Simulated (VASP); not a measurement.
# LiSiP (Cmmm) in VASP: notebook

One crystal, LiSiP, is run at these levels: PBE, HSE06+D3(BJ); tasks: relaxation of cell and atoms, single point.

Everything below comes from runs of VASP 6.6.1. Logs are shortened: lines on timing, memory, paths and dates and some standing lists are left out, and cuts for length are marked.

## 1. The crystal as given

The structure is orthorhombic, space group Cmmm (No. 65). Conventional cell: a = 4.058 Å, b = 4.320 Å, c = 5.445 Å, α = 90.00°, β = 90.00°, γ = 90.00°. Li (site symmetry mmm) has 2 Si at 2.72 Å and 4 Li at 2.96 Å as nearest neighbours. Si (site symmetry mmm) is surrounded by 4 P at 2.03 to 2.16 Å. P (site symmetry mmm) is surrounded by 4 Si at 2.03 to 2.16 Å.

The cell was built by a generator and needn't be a form met in nature.

## 2. Relaxation of cell and atoms, PBE

The input, INCAR:

```
SYSTEM = LiSiP
PREC = Accurate
ENCUT = 600
EDIFF = 1E-6
ISMEAR = 0
SIGMA = 0.05
LREAL = .FALSE.
LASPH = .TRUE.
NELM = 100
ALGO = Normal
ISIF = 3
LWAVE = .FALSE.
LCHARG = .FALSE.
GGA = PE
IBRION = 2
NSW = 40
EDIFFG = -0.01
```

The input, KPOINTS:

```
Automatic mesh
0
G
  9 9 5
  0 0 0
```

The input, POSCAR:

```
LiSiP
1.0
    2.0288322600     -2.1599019800      0.0000000000
    2.0288322600      2.1599019800      0.0000000000
    0.0000000000      0.0000000000      5.4450453500
Li Si P
1 1 1
Direct
    0.5000000000      0.5000000000      0.5000000000
    0.5000000000      0.5000000000      0.0000000000
    0.0000000000      0.0000000000      0.0000000000
```

Potentials or basis: VASP PAW PBE potentials, release 64 (Li_sv, Si, P).

Command:

```bash
cat potpaw_PBE.64/Li_sv/POTCAR potpaw_PBE.64/Si/POTCAR potpaw_PBE.64/P/POTCAR > POTCAR
mpirun -np 1 vasp_std > vasp.out
```

OUTCAR:

```text
SYSTEM = LiSiP
   PREC = Accurate
   ENCUT = 600
   EDIFF = 1E-6
   ISMEAR = 0
   LREAL = .FALSE.
   LASPH = .TRUE.
   NELM = 100
   ISIF = 3
   GGA = PE
   IBRION = 2
   NSW = 40
   EDIFFG = -0.01

 ion  position               nearest neighbor table
   1  0.500  0.500  0.500-   2 2.72   2 2.72
   2  0.500  0.500  0.000-   3 2.03   3 2.03   3 2.16   3 2.16   1 2.72   1 2.72
   3  0.000  0.000  0.000-   2 2.03   2 2.03   2 2.16   2 2.16

  LATTYP: Found a base centered orthorhombic cell.
 ALAT       =     4.0576645200
 B/A-ratio  =     1.0646035272
 C/A-ratio  =     1.3419161005

  Lattice vectors:

 A1 = (   2.0288322600,  -2.1599019800,   0.0000000000)
 A2 = (   2.0288322600,   2.1599019800,   0.0000000000)
 A3 = (   0.0000000000,   0.0000000000,   5.4450453500)

Analysis of symmetry for initial positions (statically):
=====================================================================
 Subroutine PRICEL returns:
 Original cell was already a primitive cell.

 Routine SETGRP: Setting up the symmetry group for a
 base centered orthorhombic supercell.

 Subroutine GETGRP returns: Found  8 space group operations
 (whereof  8 operations were pure point group operations)
 out of a pool of  8 trial point group operations.

The static configuration has the point symmetry D_2h.

Analysis of symmetry for dynamics (positions and initial velocities):
=====================================================================
 Subroutine PRICEL returns:
 Original cell was already a primitive cell.

 Routine SETGRP: Setting up the symmetry group for a
 base centered orthorhombic supercell.

 Subroutine GETGRP returns: Found  8 space group operations
 (whereof  8 operations were pure point group operations)
 out of a pool of  8 trial point group operations.

The dynamic configuration has the point symmetry D_2h.

 Subroutine INISYM returns: Found  8 space group operations
 (whereof  8 operations are pure point group operations),
 and found     1 'primitive' translations

----------------------------------------------------------------------------------------

                                     Primitive cell

  volume of cell :      47.7212

  direct lattice vectors                    reciprocal lattice vectors
     2.028832260 -2.159901980  0.000000000     0.246447185 -0.231491987  0.000000000
     2.028832260  2.159901980  0.000000000     0.246447185  0.231491987  0.000000000
     0.000000000  0.000000000  5.445045350     0.000000000  0.000000000  0.183653200

  length of vectors
     2.963332061  2.963332061  5.445045350     0.338119439  0.338119439  0.183653200

  position of ions in fractional coordinates (direct lattice)
     0.500000000  0.500000000  0.500000000
     0.500000000  0.500000000  0.000000000
     0.000000000  0.000000000  0.000000000

  ion indices of the primitive-cell ions
   primitive index   ion index
                 1           1
                 2           2
                 3           3

----------------------------------------------------------------------------------------

 KPOINTS: Automatic mesh

Automatic generation of k-mesh.
 Grid dimensions read from file:
 generate k-points for:    9    9    5

 Generating k-lattice:

  Cartesian coordinates                     Fractional coordinates (reciprocal lattice)
     0.027383021 -0.025721332  0.000000000     0.111111111  0.000000000  0.000000000
     0.027383021  0.025721332  0.000000000     0.000000000  0.111111111  0.000000000
     0.000000000  0.000000000  0.036730640     0.000000000  0.000000000  0.200000000

  Length of vectors
     0.037568827  0.037568827  0.036730640

  Shift w.r.t. Gamma in fractional coordinates (k-lattice)
     0.000000000  0.000000000  0.000000000

 Subroutine IBZKPT returns following result:
 ===========================================

 Found     75 irreducible k-points:

 Following reciprocal coordinates:
            Coordinates               Weight
  0.000000  0.000000  0.000000      1.000000
  0.111111  0.000000  0.000000      4.000000
  0.222222  0.000000  0.000000      4.000000
  0.333333  0.000000  0.000000      4.000000
  0.444444  0.000000  0.000000      4.000000
  0.111111  0.111111  0.000000      2.000000
[... 16 lines left out ...]
 -0.333333  0.333333  0.000000      2.000000
  0.444444  0.444444  0.000000      2.000000
 [... further k-points ...]
   k-points           NKPTS =     75   k-points in BZ     NKDIM =     75   number of bands    NBANDS=     10
   number of dos      NEDOS =    301   number of ions     NIONS =      3
   total plane-waves  NPLWV =  27648
   dimension x,y,z NGX =    24 NGY =   24 NGZ =   48
   dimension x,y,z NGXF=    48 NGYF=   48 NGZF=   96
   ions per type =               1   1   1
   NGX,Y,Z   is equivalent  to a cutoff of  13.46, 13.46, 14.66 a.u.
   NGXF,Y,Z  is equivalent  to a cutoff of  26.93, 26.93, 29.31 a.u.
 SYSTEM =  LiSiP
   PREC   = accura    normal or accurate (medium, high low for compatibility)
   ISTART =      0    job   : 0-new  1-cont  2-samecut
   ICHARG =      2    charge: 1-file 2-atom 10-const
   ISPIN  =      1    spin polarized calculation?
   LNONCOLLINEAR =      F non collinear calculations
   LSORBIT =      F    spin-orbit coupling
   LASPH  =      T    aspherical Exc in radial PAW
   ENCUT  =  600.0 eV  44.10 Ry    6.64 a.u.   5.92  5.92 10.88*2*pi/ulx,y,z
   NELM   =    100;   NELMIN=  2; NELMDL= -5     # of ELM steps
   EDIFF  = 0.1E-05   stopping-criterion for ELM
   LREAL  =      F    real-space projection
   EDIFFG = -.1E-01   stopping-criterion for IOM
   NSW    =     40    number of steps for IOM
   IBRION =      2    ionic relax: 0-MD 1-quasi-New 2-CG
   NFREE  =      1    steps in history (QN), initial steepest desc. (CG)
   ISIF   =      3    stress and relaxation
   ISYM   =      2    0-nonsym 1-usesym 2-fastsym
   POTIM  = 0.5000    time-step for ionic-motion
   TEBEG  =    0.0;   TEEND  =   0.0 temperature during run
   PSTRESS=    0.0 pullay stress
   NELECT =      12.0000    total number of electrons
   NUPDOWN=      -1.0000    fix difference up-down
   EMIN   =  10.00;   EMAX   =-10.00  energy-range for DOS
   EFERMI =   0.00;   METHOD = LEGACY
   ISMEAR =     0;   SIGMA  =   0.05  broadening in eV -4-tet -1-fermi 0-gaus
   EFERMI_NEDOS =   21; number of points for ismear=-14 and -15
   IALGO  =     38    algorithm
   IMIX   =      4    mixing-type and parameters
     AMIX     =   0.40;   BMIX     =  1.00
     AMIX_MAG =   1.60;   BMIX_MAG =  1.00
  volume/ion in A,a.u.               =      15.91       107.35
  Fermi-wavevector in a.u.,A,eV,Ry     =   1.033312  1.952676 14.527391  1.067733
  Thomas-Fermi vector in A             =   2.167552
   LORBIT       =      0    0 simple, 1 ext, 2 COOP (PROOUT), +10 PAW based schemes
   GGA     = PE    functional components
   LHFCALC =     F    Hartree Fock is set to
   AEXX    =    0.0000 exact exchange contribution
   IVDW    =     0    specifies the selected vdW correction
   LEPSILON=     F    determine dielectric tensor
   LRPA    =     F    only Hartree local field effects (RPA)
 conjugate gradient relaxation of ions
 non-spin polarized calculation
 Gauss-broadening in eV      SIGMA  =   0.05
  energy-cutoff  :      600.00
  volume of cell :       47.72
 maximum number of plane-waves:      1628
   NGX = 11   NGY = 11   NGZ = 21

--------------------------------------- Ionic step        1  -------------------------------------------

 number of electron      12.0000000 magnetization

 Free energy of the ion-electron system (eV)
  ---------------------------------------------------
  ext. energy  EPLUGINS =         0.00000000
  ---------------------------------------------------
  free energy    TOTEN  =       -10.47091813 eV

  energy without entropy =      -10.46926468  energy(sigma->0) =      -10.47009141

------------------------ aborting loop because EDIFF is reached ----------------------------------------

  FORCE on cell =-STRESS in cart. coord.  units (eV):
  Direction    XX          YY          ZZ          XY          YZ          ZX
  --------------------------------------------------------------------------------------
  -------------------------------------------------------------------------------------
  Total       19.0776194     11.2104901     -0.8797167     -0.0000000      0.0000000      0.0000000
  in kB      640.5058219    376.3773665    -29.5353231     -0.0000000      0.0000000      0.0000000
  external PRESSURE =     329.1159551 kB  Pullay stress =       0.0000000 kB
[... 92 lines left out ...]
  FREE ENERGIE OF THE ION-ELECTRON SYSTEM (eV)
  ---------------------------------------------------
  free  energy   TOTEN  =       -12.1829619664 eV

  energy  without entropy=      -12.1790883615  energy(sigma->0) =      -12.18102516

 E-fermi :   4.2771     XC(G=0):  -8.4601

 val. band max:        4.2427984641   @ k =   0.4444   0.4444   0.4000
 cond. band min:       4.2830427629   @ k =   0.4444   0.1111   0.4000
 fundamental gap:      0.0402442988
 Fermi energy:         4.2771449429

 k-point     1 :       0.0000    0.0000    0.0000
  band No.  band energies     occupation
      1     -43.2988      2.00000
      2      -9.2475      2.00000
      3      -0.5028      2.00000
      4       1.6303      2.00000
      5       1.6750      2.00000
      6       2.6076      2.00000
      7       3.8836      2.00000
      8       6.8669      0.00000
      9       7.8432      0.00000
     10      12.4145      0.00000
[... 287 lines left out ...]
 k-point    24 :       0.4444    0.4444    0.0000
  band No.  band energies     occupation
      1     -43.2956      2.00000
      2      -5.5066      2.00000
      3      -2.8160      2.00000
      4      -2.1275      2.00000
      5      -1.0267      2.00000
      6       3.3923      2.00000
      7       4.2073      1.95184
      8       7.3706      0.00000
      9       7.9517      0.00000
     10       7.9721      0.00000

 [... further k-points ...]

[... ionic steps 4 to 14 ...]

--------------------------------------- Ionic step       15  -------------------------------------------

 number of electron      12.0000002 magnetization

------------------------ aborting loop because EDIFF is reached ----------------------------------------

  FORCE on cell =-STRESS in cart. coord.  units (eV):
  Direction    XX          YY          ZZ          XY          YZ          ZX
  --------------------------------------------------------------------------------------
  -------------------------------------------------------------------------------------
  Total       -0.0274391     -0.0360783     -0.0006230      0.0000000      0.0000000      0.0000000
  in kB       -0.7631756     -1.0034621     -0.0173287      0.0000000      0.0000000      0.0000000
  external PRESSURE =      -0.5946555 kB  Pullay stress =       0.0000000 kB
[... 59 lines left out ...]
  energy  without entropy=      -12.2735443468  energy(sigma->0) =      -12.27457321

--------------------------------------- Ionic step       17  -------------------------------------------

 number of electron      12.0000003 magnetization

 Free energy of the ion-electron system (eV)
  ---------------------------------------------------
  ext. energy  EPLUGINS =         0.00000000
  ---------------------------------------------------
  free energy    TOTEN  =       -12.27561479 eV

  energy without entropy =      -12.27357874  energy(sigma->0) =      -12.27459676

 E-fermi :   4.6888     XC(G=0):  -8.7175

 val. band max:        4.6560618737   @ k =   0.3333   0.0000   0.2000
 cond. band min:       4.7311530667   @ k =  -0.4444   0.1111   0.0000
 fundamental gap:      0.0750911931
 Fermi energy:         4.6887947160

 k-point     1 :       0.0000    0.0000    0.0000
  band No.  band energies     occupation
      1     -42.5170      2.00000
      2      -8.7947      2.00000
      3      -0.0007      2.00000
      4       1.9837      2.00000
      5       2.1438      2.00000
      6       3.0366      2.00000
      7       4.7459      0.10611
      8       7.2698      0.00000
      9       8.1811      0.00000
     10      12.8348      0.00000
[... 329 lines left out ...]
  FREE ENERGIE OF THE ION-ELECTRON SYSTEM (eV)
  ---------------------------------------------------
  free  energy   TOTEN  =       -12.2756147926 eV

  energy  without entropy=      -12.2735787357  energy(sigma->0) =      -12.27459676

 reached required accuracy - stopping structural energy minimisation
```

It took 2.9 min on 1 thread of AMD EPYC 9R14 (Zen 4), shared host; peak memory 0.17 GiB.

Results:

| Item | Value |
| --- | --- |
| Free energy | -12.2756 eV |
| Relaxed volume | 19.19 Å³/atom |
| Relaxed cell | a = 3.392 Å, b = 3.392 Å, c = 5.004 Å, α = 90.00°, β = 90.00°, γ = 89.49° |
| Space group after relaxing (to 0.05 Å) | Cmmm (No. 65) |
| Energy gained by relaxing | 601.6 meV/atom |
| Ionic steps | 17 |
| Pressure after relaxing | 0.0 GPa |
| Band gap on the k mesh | none (metal or under the smearing width) |

The path:
```
step  energy change (eV)  largest force (eV/Å)  pressure (GPa)  volume (Å³)
   1              0.0000                0.0000           32.91        47.72
   2             -1.3603                0.0000           -7.49        72.56
   3             -1.7120                0.0000           -1.15        61.11
   4             -1.7142                0.0000           -2.09        62.08
   5             -1.7145                0.0000           -1.80        61.77
   6             -1.7675                0.0000           -1.24        60.05
   7             -1.8040                0.0000           -0.13        57.83
   8             -1.8046                0.0000            0.08        57.44
   9             -1.8046                0.0000            0.04        57.53
  10             -1.8046                0.0000           -0.01        57.57
  11             -1.8047                0.0000           -0.05        57.61
  12             -1.8047                0.0000           -0.06        57.60
  13             -1.8047                0.0000           -0.06        57.60
  14             -1.8047                0.0000           -0.06        57.60
  15             -1.8047                0.0000           -0.06        57.60
  16             -1.8047                0.0000           -0.06        57.60
  17             -1.8047                0.0000           -0.02        57.57
```

Final structure:
```yaml
crystal:
  lattice:
    - [2.40900, -2.38780, 0.00000]
    - [2.40900, 2.38780, 0.00000]
    - [0.00000, 0.00000, 5.00378]
  atoms:
    - { symbol: Li, position: [0.50000, 0.50000, 0.50000] }
    - { symbol: Si, position: [0.50000, 0.50000, 0.00000] }
    - { symbol: P, position: [0.00000, 0.00000, 0.00000] }
```

Caveat: the cutoff is under 1.25 times the usual one of these potentials, so pressure, stress and relaxed cells hold a basis-set (Pulay) error; the volume moved by over 15 % at a fixed basis, so the end points are rough.

## 3. Single point, HSE06+D3(BJ)

POSCAR is that of step 2.

The input, INCAR.step1:

```
SYSTEM = LiSiP
  ALGO = Normal
  EDIFF = 1E-5
  ENCUT = 520
  GGA = PE
  ISIF = 2
  ISMEAR = -5
  LASPH = .True.
  LCHARG = .False.
  LREAL = .False.
  LWAVE = .True.
  NBANDS = 13
  NELM = 60
  PREC = Accurate
  SIGMA = 0.05
```

The input, INCAR.step2:

```
SYSTEM = LiSiP
  ALGO = Normal
  EDIFF = 1E-6
  ENCUT = 520
  GGA = PE
  HFSCREEN = 0.2
  ISIF = 2
  ISMEAR = -5
  ISTART = 1
  IVDW = 12
  LASPH = .True.
  LCHARG = .False.
  LHFCALC = .True.
  LREAL = .False.
  LWAVE = .False.
  NBANDS = 13
  NELM = 60
  PREC = Accurate
  PRECFOCK = Fast
  SIGMA = 0.05
  VDW_A1 = 0.383
  VDW_A2 = 5.685
  VDW_S6 = 1.0
  VDW_S8 = 2.31
```

The input, KPOINTS:

```
k-points
0
Gamma
  5 5 3
  0 0 0
```

Potentials or basis: VASP PAW PBE potentials, release 64 (Li_sv, Si, P).

Command:

```bash
cat potpaw_PBE.64/Li_sv/POTCAR potpaw_PBE.64/Si/POTCAR potpaw_PBE.64/P/POTCAR > POTCAR
cp INCAR.step1 INCAR
mpirun -np 1 vasp_std > vasp.out
cp INCAR.step2 INCAR
mpirun -np 1 vasp_std > vasp.out
```

Run time: 2.1 min. Hardware: 1 thread of AMD EPYC 9R14 (Zen 4), shared host; peak memory 0.24 GiB.

It converged, with:

| Item | Value |
| --- | --- |
| Free energy | -13.3912 eV |
| Band gap on the k mesh | none (metal or under the smearing width) |
| Dispersion energy per atom | -0.378 eV |

Levels at points of the mesh, in eV from the Fermi level:
```csv
k point,band 2,band 3,band 4,band 5,band 6,band 7,band 8,band 9,band 10,band 11
"(0.00, 0.00, 0.00)",-18.23,-7.59,-3.96,-2.59,-2.15,1.78,3.29,6.40,9.40,9.80
```

Caveat: the k mesh is coarse (spacing up to 0.42 Å⁻¹), so the values aren't converged, least of all with exact exchange; the cutoff is under 1.25 times the usual one of these potentials, so pressure, stress and relaxed cells hold a basis-set (Pulay) error; a pressure of tens of GPa on the cell as given is suspect, and the run, the potentials or the cell itself is likely at fault; the PAW data sets were made with another functional, which shifts forces and pressure a little; pairwise dispersion overbinds metals, which lowers pressure and volume; tetrahedron occupations give inexact forces and stress in metals.

## 4. For comparison

An earlier run on the cell as given: functional PBE; potentials or basis VASP PAW PBE potentials, release 64 (Li_sv, Si, P); cutoff 520 eV; k mesh 9 × 9 × 5; occupations fermi-dirac, width 0.05 eV; no spin polarisation.

* Band gap on the k mesh: none (metal or under the smearing width)

## 5. The runs side by side

| task | level | cell | k mesh | cutoff (eV) | smearing | grid for exact exchange (PRECFOCK) | screening parameter | mesh quality | gap on the mesh (eV) |
| --- | --- | --- | --- | --- | --- | --- | --- | --- | --- |
| relaxation of cell and atoms | PBE | relaxed | 9 × 9 × 5 | 600 | gaussian 0.05 eV | - | - | not flagged | none |
| single point | HSE06+D3(BJ) | as given | 5 × 5 × 3 | 520 | tetrahedron | Fast | 0.2 1/A | coarse | none |
| single point | PBE | as given | 9 × 9 × 5 | 520 | fermi-dirac 0.05 eV | - | - | not flagged | none |

Alike in all rows: potentials or basis VASP PAW PBE potentials, release 64 (Li_sv, Si, P); no spin polarisation.

Caveats: some runs use coarse meshes; the cutoff is under 1.25 times the usual one of these potentials, so pressure, stress and relaxed cells hold a basis-set (Pulay) error; a pressure of tens of GPa on the cell as given is suspect, and the run, the potentials or the cell itself is likely at fault (some runs); the volume moved by over 15 % at a fixed basis, so the end points are rough (some runs); the PAW data sets were made with another functional, which shifts forces and pressure a little (some runs); pairwise dispersion overbinds metals, which lowers pressure and volume (some runs); tetrahedron occupations give inexact forces and stress in metals (some runs).

Total energies depend on the potentials used, so only differences within one code and one set of settings carry meaning.
